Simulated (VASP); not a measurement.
```yaml
crystal:
  lattice:
    - [3.60141, 0.00000, 0.00000]
    - [-1.80071, 3.11892, 0.00000]
    - [0.00000, 0.00000, 4.71138]
  atoms:
    - { symbol: Ce, position: [0.00000, 0.00000, 0.00000] }
    - { symbol: O, position: [0.33333, 0.66667, 0.19118] }
    - { symbol: O, position: [0.66667, 0.33333, 0.80882] }
```

Level of theory: r2SCAN meta-GGA, VASP's PBE PAW potentials (set 64) (plane waves; VASP 6.6.1). Run with 520 eV cut-off, 8×8×5 Γ-centred mesh, tetrahedra with Blöchl corrections, potentials Ce O.

The path is coarsely sampled, so an indirect gap can come out somewhat too large.

Give the energies of bands 7 to 15 at the high-symmetry points, in eV from the valence-band maximum.

```csv
band,Γ,M,K,A,L,H
7,-3.07,-2.43,-1.63,-3.04,-2.78,-1.47
8,-3.07,-1.75,-0.94,-3.04,-1.88,-1.16
9,-2.41,-0.75,-0.94,-1.64,-0.42,-1.16
10,-0.46,-0.59,-0.75,-1.28,-0.30,-0.56
11,-0.35,-0.20,-0.75,-0.42,-0.23,-0.56
12,-0.35,-0.17,-0.24,-0.42,-0.10,-0.34
13,2.64,2.76,2.83,2.58,2.76,2.80
14,2.86,2.79,2.83,2.87,2.81,2.84
15,2.86,2.89,2.84,2.87,2.85,2.84
```

The gap is indirect, 2.58 eV, from the valence maximum at A-L at 0.80 to the conduction minimum at A.

The structure was generated: CeO2 was put into the CdI2 type (P-3m1), which need not be its known phase. It was relaxed first, which changed the volume by +6 %. The run is not spin-polarised, so no magnetic state was tried.
